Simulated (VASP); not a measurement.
Output of a VASP run:

OSZICAR:
```
...
DAV:   2    -0.319003670043E+03    0.59108E+00   -0.32348E+00  1432   0.874E+00    0.231E+00
DAV:   3    -0.318849217915E+03    0.15445E+00   -0.38185E-01  1416   0.185E+00    0.112E+00
DAV:   4    -0.318820227126E+03    0.28991E-01   -0.99417E-02  1436   0.156E+00    0.796E-01
DAV:   5    -0.318811442133E+03    0.87850E-02   -0.19330E-02  1442   0.730E-01    0.344E-01
DAV:   6    -0.318807003630E+03    0.44385E-02   -0.43785E-02  1436   0.890E-01    0.143E-01
DAV:   7    -0.318819897650E+03   -0.12894E-01   -0.11561E-02  1436   0.461E-01    0.373E-02
DAV:   8    -0.318819891956E+03    0.56937E-05   -0.22905E-04  1602   0.610E-02    0.194E-02
DAV:   9    -0.318819945253E+03   -0.53298E-04   -0.39736E-05  1454   0.296E-02    0.625E-03
DAV:  10    -0.318819941931E+03    0.33220E-05   -0.69426E-06  1340   0.144E-02    0.654E-03
DAV:  11    -0.318819944051E+03   -0.21198E-05   -0.21426E-06   908   0.780E-03    0.423E-03
DAV:  12    -0.318819946318E+03   -0.22663E-05   -0.20156E-06   942   0.667E-03    0.109E-03
DAV:  13    -0.318819946131E+03    0.18638E-06   -0.50989E-07   838   0.373E-03
   3 F= -.31881995E+03 E0= -.31881769E+03  d E =-.564183E-01
       N       E                     dE             d eps       ncg     rms          rms(c)
DAV:   1    -0.318825095472E+03   -0.51492E-02   -0.34201E-01  1412   0.171E+00    0.193E-01
DAV:   2    -0.318827598495E+03   -0.25030E-02   -0.16930E-02  1548   0.365E-01    0.830E-02
DAV:   3    -0.318827615337E+03   -0.16842E-04   -0.29436E-04  1784   0.552E-02    0.604E-02
DAV:   4    -0.318827587945E+03    0.27392E-04   -0.12008E-04  1618   0.450E-02    0.154E-02
DAV:   5    -0.318827597898E+03   -0.99527E-05   -0.35948E-05  1298   0.273E-02    0.649E-03
DAV:   6    -0.318827597073E+03    0.82420E-06   -0.34191E-05  1302   0.242E-02    0.903E-03
DAV:   7    -0.318827608524E+03   -0.11450E-04   -0.67191E-06  1282   0.111E-02    0.367E-03
DAV:   8    -0.318827608775E+03   -0.25098E-06   -0.16756E-06   896   0.513E-03
   4 F= -.31882761E+03 E0= -.31882536E+03  d E =-.766264E-02
       N       E                     dE             d eps       ncg     rms          rms(c)
DAV:   1    -0.318820292697E+03    0.73158E-02   -0.27281E+00  1412   0.483E+00    0.554E-01
DAV:   2    -0.318840147213E+03   -0.19855E-01   -0.13411E-01  1520   0.103E+00    0.248E-01
DAV:   3    -0.318840336081E+03   -0.18887E-03   -0.28475E-03  1800   0.157E-01    0.177E-01
DAV:   4    -0.318840066984E+03    0.26910E-03   -0.11516E-03  1548   0.147E-01    0.471E-02
DAV:   5    -0.318840257150E+03   -0.19017E-03   -0.23204E-04  1504   0.699E-02    0.205E-02
DAV:   6    -0.318840264592E+03   -0.74420E-05   -0.17927E-05  1492   0.187E-02    0.133E-02
DAV:   7    -0.318840264553E+03    0.38388E-07   -0.90473E-06  1354   0.116E-02
   5 F= -.31884026E+03 E0= -.31883802E+03  d E =-.203184E-01
       N       E                     dE             d eps       ncg     rms          rms(c)
DAV:   1    -0.318837315449E+03    0.29491E-02   -0.62481E-01  1412   0.231E+00    0.258E-01
DAV:   2    -0.318841769856E+03   -0.44544E-02   -0.30418E-02  1520   0.492E-01    0.114E-01
DAV:   3    -0.318841819664E+03   -0.49807E-04   -0.65260E-04  1808   0.750E-02    0.811E-02
DAV:   4    -0.318841750917E+03    0.68747E-04   -0.27505E-04  1584   0.710E-02    0.230E-02
DAV:   5    -0.318841803017E+03   -0.52100E-04   -0.54861E-05  1512   0.339E-02    0.103E-02
DAV:   6    -0.318841802940E+03    0.76570E-07   -0.33922E-06  1194   0.815E-03
   6 F= -.31884180E+03 E0= -.31883954E+03  d E =-.218568E-01
```

### OUTCAR
```
------------------------ aborting loop because EDIFF is reached ----------------------------------------
  FORCE on cell =-STRESS in cart. coord.  units (eV):
  Direction    XX          YY          ZZ          XY          YZ          ZX
  --------------------------------------------------------------------------------------
  Total       -0.0074571     -0.0074571     -0.0074571      0.0000000      0.0000000      0.0000000
  in kB       -0.0500285     -0.0500285     -0.0500285      0.0000000      0.0000000      0.0000000
  external PRESSURE =      -0.0500285 kB  Pullay stress =       0.0000000 kB
  volume of cell :      238.82
      direct lattice vectors                 reciprocal lattice vectors
     6.204240706 -0.000000000  0.000000000     0.161180078 -0.000000000  0.000000000
     0.000000000  6.204240706 -0.000000000     0.000000000  0.161180078 -0.000000000
     0.000000000  0.000000000  6.204240706    -0.000000000  0.000000000  0.161180078
 POSITION                                       TOTAL-FORCE (eV/Angst)
 -----------------------------------------------------------------------------------
      0.00000      0.00000      0.00000         0.000000     -0.000000      0.000000
      3.10212      3.10212      0.00000         0.000000     -0.000000      0.000000
      0.00000      3.10212      3.10212         0.000000     -0.000000      0.000000
      3.10212      0.00000      3.10212         0.000000     -0.000000      0.000000
      2.22760      2.22760      2.22760        -0.000457     -0.000457     -0.000457
      5.32972      0.87452      3.97664        -0.000457      0.000457      0.000457
      3.97664      5.32972      0.87452         0.000457     -0.000457      0.000457
      0.87452      3.97664      5.32972         0.000457      0.000457     -0.000457
      3.97664      3.97664      3.97664         0.000457      0.000457      0.000457
      0.87452      5.32972      2.22760         0.000457     -0.000457     -0.000457
      2.22760      0.87452      5.32972        -0.000457      0.000457     -0.000457
      5.32972      2.22760      0.87452        -0.000457     -0.000457      0.000457
 -----------------------------------------------------------------------------------
    total drift:                                0.000000      0.000000     -0.000000
  FREE ENERGIE OF THE ION-ELECTRON SYSTEM (eV)
  ---------------------------------------------------
  free  energy   TOTEN  =      -318.8418029401 eV

  energy  without entropy=     -318.8350195395  energy(sigma->0) =     -318.83954181

 reached required accuracy - stopping structural energy minimisation
```
(Selected blocks of OUTCAR.)

**POSCAR**
```
WSe2
1
    6.1513974793    -0.0000000000    -0.0000000000
   -0.0000000000     6.1513974793     0.0000000000
    0.0000000000    -0.0000000000     6.1513974793
W Se
4 8
Direct
  0.0000000000   0.0000000000   0.0000000000
  0.5000000000   0.5000000000   0.0000000000
  0.0000000000   0.5000000000   0.5000000000
  0.5000000000   0.0000000000   0.5000000000
  0.3625776299   0.3625776299   0.3625776299
  0.8625776299   0.1374223701   0.6374223701
  0.6374223701   0.8625776299   0.1374223701
  0.1374223701   0.6374223701   0.8625776299
  0.6374223701   0.6374223701   0.6374223701
  0.1374223701   0.8625776299   0.3625776299
  0.3625776299   0.1374223701   0.8625776299
  0.8625776299   0.3625776299   0.1374223701
```

Task: Reconstruct the remaining input files.

Result: One answer among several that fit: the input of the run itself, r2SCAN meta-GGA, plane waves, VASP's PBE PAW potentials (set 64).

File KPOINTS:
```
Automatic mesh
0
Gamma
5 5 5
0 0 0
```

INCAR:
```
# general
SYSTEM  = WSe2
PREC    = Accurate
ENCUT   = 400   # plane-wave cut-off (eV)
LREAL   = .FALSE.
LASPH   = .TRUE.   # aspherical one-centre terms

# electronic loop
EDIFF   = 1E-6   # SCF stop (eV)
NELM    = 100
ALGO    = Normal   # blocked Davidson
LMAXMIX = 6
LMIXTAU = .TRUE.

# smearing
ISMEAR  = 1   # Methfessel-Paxton
SIGMA   = 0.1

# functional
METAGGA = R2SCAN

# ions
IBRION  = 2   # conjugate gradients
NSW     = 60   # most ionic steps
ISIF    = 3
EDIFFG  = -0.02

# output
LWAVE   = .FALSE.
LCHARG  = .FALSE.
```

POTCAR, in this order: W_sv Se (PBE.64 set). Program: vasp_std.

Energy and stress use the plane-wave basis of the starting cell.

The structure was generated: WSe2 was put into the pyrite type (Pa-3), which need not be its known phase. This run relaxes it. Symmetry was kept, so distortions that lower it aren't found. The start is the result of an earlier pass.
